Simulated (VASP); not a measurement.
Given:

```
CELL_PARAMETERS angstrom
      3.17724     0.00000     0.00000
     -1.58862     2.75157     0.00000
      0.00000     0.00000     5.87922
ATOMIC_POSITIONS crystal
  Hg 0.00000 0.00000 0.00000
  Hg 0.00000 0.00000 0.50000
  O  0.33333 0.66667 0.25000
  O  0.66667 0.33333 0.75000
```

The numbers are results of PBEsol GGA, VASP's PBE PAW potentials (set 64) (plane waves; VASP), not measurements. Settings: 620 eV cut-off, 11×11×5 Γ-centred mesh, first-order Methfessel-Paxton smearing of 0.10 eV, potentials Hg O.

Unless said otherwise, spin-orbit coupling is left out, though it shifts the bands of the heavy elements here.

Question: What does the run give for the energy per atom (σ→0), pressure, band gap (on the k-mesh) with the smallest direct gap where there is one?

Answer: 
| Property | Result |
|---|---|
| band gap (on the k-mesh) | none (metal, semimetal or under 0.01 eV) |
| energy per atom (σ→0) | -2918 meV/atom |
| pressure | 20.04 GPa |

The absolute energy has meaning only against runs of the same code, potentials and settings.

The structure was generated: HgO was put into the NiAs type type (P6_3/mmc), which need not be its known phase. It was relaxed first under an external pressure of 20 GPa.
